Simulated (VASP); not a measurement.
CdTe:

```xyz
2
Lattice="0.0000 3.2050 3.2050 3.2050 0.0000 3.2050 3.2050 3.2050 0.0000" Properties=species:S:1:pos:R:3 pbc="T T T"
Cd    0.0000    0.0000    0.0000
Te    1.6025    1.6025    1.6025
```

```yaml
Program: VASP 6.6.1
Task: relaxation of cell and atoms
Functional: PBE
Potentials_or_basis: VASP PAW PBE potentials, release 64 (Cd, Te)
Cutoff: 600 eV
k_mesh: 8 × 8 × 8
Occupations: gaussian, width 0.03 eV
Spin: no spin polarisation
```

At the start: pressure 4.4 GPa; volume 32.92 Å³/atom.

Problem. How do energy, volume and symmetry change on relaxing?

Solution. Over 3 steps the energy falls by 42.0 meV/atom and the volume is 36.30 Å³/atom (+10.3 %); space group F-43m (No. 216, to 0.05 Å).

The path:
```
step  energy change (eV)  largest force (eV/Å)  pressure (GPa)  volume (Å³)
   1              0.0000                0.0000            4.35        65.84
   2             -0.0777                0.0000           -0.93        74.74
   3             -0.0840                0.0000            0.02        72.60
```

Final structure:
```
Cd Te
1.0
     0.00000    3.31114    3.31114
     3.31114    0.00000    3.31114
     3.31114    3.31114    0.00000
Cd Te
1 1
Direct
  0.00000 0.00000 0.00000
  0.25000 0.25000 0.25000
```

Caveat: the volume moved by +10 % from the deposited cell, more than functionals usually miss.
